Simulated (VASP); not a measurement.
# Zn2PdO4 (Fd-3m) in VASP: single point with r2SCAN

Aim: the single point of Zn2PdO4 with r2SCAN.

Program: VASP 6.6.1. These are calculated values, not measurements. Logs are shortened: lines on timing, memory, paths and dates and some standing lists are left out, and cuts for length are marked.

### 1 The crystal as given

The structure is cubic, space group Fd-3m (No. 227). The conventional cell has a = 8.428 Å, b = 8.428 Å, c = 8.428 Å, α = 90.00°, β = 90.00°, γ = 90.00°. Zn (site symmetry -3m) has 6 O at 2.11 Å as nearest neighbours. Around Pd (site symmetry -43m) lie 4 O at 1.82 Å. O (site symmetry 3m) has 1 Pd at 1.82 Å as nearest neighbours.

### 2 Single point, r2SCAN

POSCAR

```
Zn2PdO4
1.0
    0.0000000000      4.2138844700      4.2138844700
    4.2138844700      0.0000000000      4.2138844700
    4.2138844700      4.2138844700      0.0000000000
Zn Pd O
4 2 8
Direct
    0.5000000000      0.5000000000      0.5000000000
    0.0000000000      0.5000000000      0.5000000000
    0.5000000000      0.5000000000      0.0000000000
    0.5000000000      0.0000000000      0.5000000000
    0.8750000000      0.8750000000      0.8750000000
    0.1250000000      0.1250000000      0.1250000000
    0.2500000000      0.2500000000      0.2500000000
    0.2500000000      0.7500000000      0.7500000000
    0.2500000000      0.2500000000      0.7500000000
    0.7500000000      0.2500000000      0.7500000000
    0.7500000000      0.2500000000      0.2500000000
    0.7500000000      0.7500000000      0.7500000000
    0.2500000000      0.7500000000      0.2500000000
    0.7500000000      0.7500000000      0.2500000000
```

INCAR.step1

```
PREC = Accurate
ENCUT = 520
ISMEAR = -1
SIGMA = 0.1
LREAL = F
LASPH = T
NELM = 100
NBANDS = 71
GGA = PE
ALGO = Normal
EDIFF = 1E-4
LWAVE = T
LCHARG = F
```

INCAR.step2

```
PREC = Accurate
ENCUT = 520
EDIFF = 1E-6
ISMEAR = -1
SIGMA = 0.1
LREAL = F
LASPH = T
NELM = 100
ALGO = Normal
ISIF = 2
LWAVE = F
LCHARG = F
METAGGA = R2SCAN
LMIXTAU = T
NBANDS = 71
ISTART = 1
```

KPOINTS

```
regular mesh
0
Gamma
  7 7 7
```

Potentials or basis: VASP PAW PBE potentials, release 64 (Zn, Pd, O).

Launch:

```sh
$ cat potpaw_PBE.64/Zn/POTCAR potpaw_PBE.64/Pd/POTCAR potpaw_PBE.64/O/POTCAR > POTCAR
$ cp INCAR.step1 INCAR
$ mpirun -np 1 vasp_std > vasp.out
$ cp INCAR.step2 INCAR
$ mpirun -np 1 vasp_std > vasp.out
```

OUTCAR:

```text
PREC = Accurate
   ENCUT = 520
   EDIFF = 1E-6
   ISMEAR = -1
   LREAL = F
   LASPH = T
   NELM = 100
   ISIF = 2
   METAGGA = R2SCAN
   ISTART = 1

 ion  position               nearest neighbor table
   1  0.500  0.500  0.500-   8 2.11   9 2.11  10 2.11  11 2.11  13 2.11  14 2.11   2 2.98   3 2.98
                             4 2.98   3 2.98   4 2.98   2 2.98
   2  0.000  0.500  0.500-   7 2.11   9 2.11  10 2.11  12 2.11  13 2.11  14 2.11   1 2.98   3 2.98
                             4 2.98   1 2.98   3 2.98   4 2.98
   3  0.500  0.500  0.000-   7 2.11   8 2.11  10 2.11  11 2.11  12 2.11  13 2.11   1 2.98   1 2.98
                             2 2.98   4 2.98   4 2.98   2 2.98
   4  0.500  0.000  0.500-   7 2.11   8 2.11   9 2.11  11 2.11  12 2.11  14 2.11   1 2.98   3 2.98
                             1 2.98   2 2.98   3 2.98   2 2.98
   5  0.875  0.875  0.875-   8 1.82  10 1.82  12 1.82  14 1.82
   6  0.125  0.125  0.125-   7 1.82   9 1.82  11 1.82  13 1.82
   7  0.250  0.250  0.250-   6 1.82   3 2.11   4 2.11   2 2.11
   8  0.250  0.750  0.750-   5 1.82   3 2.11   4 2.11   1 2.11
   9  0.250  0.250  0.750-   6 1.82   2 2.11   4 2.11   1 2.11
  10  0.750  0.250  0.750-   5 1.82   2 2.11   3 2.11   1 2.11
  11  0.750  0.250  0.250-   6 1.82   3 2.11   4 2.11   1 2.11
  12  0.750  0.750  0.750-   5 1.82   3 2.11   4 2.11   2 2.11
  13  0.250  0.750  0.250-   6 1.82   2 2.11   3 2.11   1 2.11
  14  0.750  0.750  0.250-   5 1.82   2 2.11   4 2.11   1 2.11

  LATTYP: Found a face centered cubic cell.
 ALAT       =     8.4277689400

  Lattice vectors:

 A1 = (   0.0000000000,   4.2138844700,   4.2138844700)
 A2 = (   4.2138844700,   0.0000000000,   4.2138844700)
 A3 = (   4.2138844700,   4.2138844700,   0.0000000000)

Analysis of symmetry for initial positions (statically):
=====================================================================
 Subroutine PRICEL returns:
 Original cell was already a primitive cell.

 Routine SETGRP: Setting up the symmetry group for a
 face centered cubic supercell.

 Subroutine GETGRP returns: Found 48 space group operations
 (whereof 12 operations were pure point group operations)
 out of a pool of 48 trial point group operations.

The static configuration has the point symmetry D_3d.
 The point group associated with its full space group is O_h .

Analysis of symmetry for dynamics (positions and initial velocities):
=====================================================================
 Subroutine PRICEL returns:
 Original cell was already a primitive cell.

 Routine SETGRP: Setting up the symmetry group for a
 face centered cubic supercell.

 Subroutine GETGRP returns: Found 48 space group operations
 (whereof 12 operations were pure point group operations)
 out of a pool of 48 trial point group operations.

The dynamic configuration has the point symmetry D_3d.
 The point group associated with its full space group is O_h .

 Subroutine INISYM returns: Found 48 space group operations
 (whereof 12 operations are pure point group operations),
 and found     1 'primitive' translations

----------------------------------------------------------------------------------------

                                     Primitive cell

  volume of cell :     149.6504

  direct lattice vectors                    reciprocal lattice vectors
     0.000000000  4.213884470  4.213884470    -0.118655365  0.118655365  0.118655365
     4.213884470  0.000000000  4.213884470     0.118655365 -0.118655365  0.118655365
     4.213884470  4.213884470  0.000000000     0.118655365  0.118655365 -0.118655365

  length of vectors
     5.959332568  5.959332568  5.959332568     0.205517121  0.205517121  0.205517121

  position of ions in fractional coordinates (direct lattice)
     0.500000000  0.500000000  0.500000000
     0.000000000  0.500000000  0.500000000
     0.500000000  0.500000000  0.000000000
     0.500000000  0.000000000  0.500000000
     0.875000000  0.875000000  0.875000000
     0.125000000  0.125000000  0.125000000
     0.250000000  0.250000000  0.250000000
     0.250000000  0.750000000  0.750000000
     0.250000000  0.250000000  0.750000000
     0.750000000  0.250000000  0.750000000
     0.750000000  0.250000000  0.250000000
     0.750000000  0.750000000  0.750000000
     0.250000000  0.750000000  0.250000000
[... 32 lines left out ...]
     0.016950766  0.016950766 -0.016950766     0.000000000  0.000000000  0.142857143

  Length of vectors
     0.029359589  0.029359589  0.029359589

  Shift w.r.t. Gamma in fractional coordinates (k-lattice)
     0.000000000  0.000000000  0.000000000

 Subroutine IBZKPT returns following result:
 ===========================================

 Found     20 irreducible k-points:

 Following reciprocal coordinates:
            Coordinates               Weight
  0.000000  0.000000  0.000000      1.000000
  0.142857  0.000000  0.000000      8.000000
  0.285714  0.000000  0.000000      8.000000
  0.428571  0.000000  0.000000      8.000000
  0.142857  0.142857  0.000000      6.000000
  0.285714  0.142857  0.000000     24.000000
[... 12 lines left out ...]
 -0.428571  0.428571  0.142857     24.000000
 -0.285714  0.428571  0.142857     24.000000
   k-points           NKPTS =     20   k-points in BZ     NKDIM =     20   number of bands    NBANDS=     71
   number of dos      NEDOS =    301   number of ions     NIONS =     14
   total plane-waves  NPLWV = 110592
   dimension x,y,z NGX =    48 NGY =   48 NGZ =   48
   dimension x,y,z NGXF=    96 NGYF=   96 NGZF=   96
   ions per type =               4   2   8
   NGX,Y,Z   is equivalent  to a cutoff of  13.39, 13.39, 13.39 a.u.
   NGXF,Y,Z  is equivalent  to a cutoff of  26.78, 26.78, 26.78 a.u.
 SYSTEM =  unknown system
   PREC   = accura    normal or accurate (medium, high low for compatibility)
   ISTART =      1    job   : 0-new  1-cont  2-samecut
   ICHARG =      0    charge: 1-file 2-atom 10-const
   ISPIN  =      1    spin polarized calculation?
   LNONCOLLINEAR =      F non collinear calculations
   LSORBIT =      F    spin-orbit coupling
   LASPH  =      T    aspherical Exc in radial PAW
   ENCUT  =  520.0 eV  38.22 Ry    6.18 a.u.  11.08 11.08 11.08*2*pi/ulx,y,z
   NELM   =    100;   NELMIN=  2; NELMDL=  0     # of ELM steps
   EDIFF  = 0.1E-05   stopping-criterion for ELM
   LREAL  =      F    real-space projection
   EDIFFG = 0.1E-04   stopping-criterion for IOM
   NSW    =      0    number of steps for IOM
   IBRION =     -1    ionic relax: 0-MD 1-quasi-New 2-CG
   NFREE  =      0    steps in history (QN), initial steepest desc. (CG)
   ISIF   =      2    stress and relaxation
   ISYM   =      2    0-nonsym 1-usesym 2-fastsym
   POTIM  = 0.5000    time-step for ionic-motion
   TEBEG  =    0.0;   TEEND  =   0.0 temperature during run
   PSTRESS=    0.0 pullay stress
   NELECT =     116.0000    total number of electrons
   NUPDOWN=      -1.0000    fix difference up-down
   EMIN   =  10.00;   EMAX   =-10.00  energy-range for DOS
   EFERMI =   0.00;   METHOD = LEGACY
   ISMEAR =    -1;   SIGMA  =   0.10  broadening in eV -4-tet -1-fermi 0-gaus
   EFERMI_NEDOS =   21; number of points for ismear=-14 and -15
   IALGO  =     38    algorithm
   IMIX   =      4    mixing-type and parameters
     AMIX     =   0.40;   BMIX     =  1.00
     AMIX_MAG =   1.60;   BMIX_MAG =  1.00
  volume/ion in A,a.u.               =      10.69        72.14
  Fermi-wavevector in a.u.,A,eV,Ry     =   1.503840  2.841845 30.770035  2.261534
  Thomas-Fermi vector in A             =   2.614897
   LORBIT       =      0    0 simple, 1 ext, 2 COOP (PROOUT), +10 PAW based schemes
   METAGGA = R2SCAN    functional components
   LHFCALC =     F    Hartree Fock is set to
   AEXX    =    0.0000 exact exchange contribution
   IVDW    =     0    specifies the selected vdW correction
   LEPSILON=     F    determine dielectric tensor
   LRPA    =     F    only Hartree local field effects (RPA)
 non-spin polarized calculation
  energy-cutoff  :      520.00
  volume of cell :      149.65
 maximum number of plane-waves:      4052
 NGX is ok and might be reduce to    48
   NGX = 23   NGY = 23   NGZ = 23

 number of electron     115.9999979 magnetization

 Free energy of the ion-electron system (eV)
  ---------------------------------------------------
  ext. energy  EPLUGINS =         0.00000000
  ---------------------------------------------------
  free energy    TOTEN  =      -138.25525259 eV

  energy without entropy =     -138.04977151  energy(sigma->0) =     -138.15251205

 E-fermi :   4.3116     XC(G=0): -12.4915

 val. band max:        4.2872388530   @ k =   0.4286   0.4286   0.0000
 cond. band min:       4.3140972901   @ k =  -0.1429   0.1429   0.0000
 fundamental gap:      0.0268584372
 Fermi energy:         4.3116444457

 k-point     1 :       0.0000    0.0000    0.0000
  band No.  band energies     occupation
      1     -16.6797      2.00000
      2     -15.6578      2.00000
      3     -15.6577      2.00000
      4     -15.6577      2.00000
      5     -15.5998      2.00000
      6     -15.4758      2.00000
[... 1449 lines left out ...]
     69      13.9600      0.00000
     70      14.1467      0.00000
 [bands above 70 left out]

------------------------ aborting loop because EDIFF is reached ----------------------------------------

  FORCE on cell =-STRESS in cart. coord.  units (eV):
  Direction    XX          YY          ZZ          XY          YZ          ZX
  --------------------------------------------------------------------------------------
  -------------------------------------------------------------------------------------
  Total       16.9193502     16.9193502     16.9193502     -0.0000000      0.0000000      0.0000000
  in kB      181.1408465    181.1408465    181.1408465     -0.0000000      0.0000000      0.0000000
  external PRESSURE =     181.1408465 kB  Pullay stress =       0.0000000 kB

 VOLUME and BASIS-vectors are now :
 -----------------------------------------------------------------------------
  energy-cutoff  :      520.00
  volume of cell :      149.65
      direct lattice vectors                 reciprocal lattice vectors
     0.000000000  4.213884470  4.213884470    -0.118655365  0.118655365  0.118655365
     4.213884470  0.000000000  4.213884470     0.118655365 -0.118655365  0.118655365
     4.213884470  4.213884470  0.000000000     0.118655365  0.118655365 -0.118655365

 POSITION                                       TOTAL-FORCE (eV/Angst)
 -----------------------------------------------------------------------------------
      4.21388      4.21388      4.21388         0.000000      0.000000      0.000000
      4.21388      2.10694      2.10694         0.000000      0.000000      0.000000
      2.10694      2.10694      4.21388         0.000000      0.000000      0.000000
      2.10694      4.21388      2.10694         0.000000      0.000000      0.000000
      7.37430      7.37430      7.37430         0.000000      0.000000      0.000000
      1.05347      1.05347      1.05347         0.000000      0.000000      0.000000
      2.10694      2.10694      2.10694         2.395745      2.395745      2.395745
      6.32083      4.21388      4.21388        -2.395745      2.395745      2.395745
      4.21388      4.21388      2.10694        -2.395745     -2.395745      2.395745
      4.21388      6.32083      4.21388         2.395745     -2.395745      2.395745
      2.10694      4.21388      4.21388         2.395745     -2.395745     -2.395745
      6.32083      6.32083      6.32083        -2.395745     -2.395745     -2.395745
      4.21388      2.10694      4.21388        -2.395745      2.395745     -2.395745
      4.21388      4.21388      6.32083         2.395745      2.395745     -2.395745
 -----------------------------------------------------------------------------------
    total drift:                               -0.000000     -0.000000      0.000000

  FREE ENERGIE OF THE ION-ELECTRON SYSTEM (eV)
  ---------------------------------------------------
  free  energy   TOTEN  =      -138.2552525942 eV

  energy  without entropy=     -138.0497715129  energy(sigma->0) =     -138.15251205
```

Run time: 9.8 min. Hardware: 1 thread of Intel Xeon 6975P-C (Granite Rapids), shared host; peak memory 0.46 GiB.

What came out:

* Free energy: -138.2553 eV
* Pressure: 18.1 GPa
* Band gap on the k mesh: none (metal or under the smearing width)

Levels at points of the mesh, in eV from the Fermi level:
```tsv
k point	band 55	band 56	band 57	band 58	band 59	band 60	band 61	band 62
(0.00, 0.00, 0.00)	-0.30	-0.30	0.53	0.53	0.53	0.75	0.75	0.75
```

Caveat: so large a pressure means that the cell lies far from this level's equilibrium, or that cutoff or potentials fall short; the potentials were made for another functional, which shifts forces and pressure.
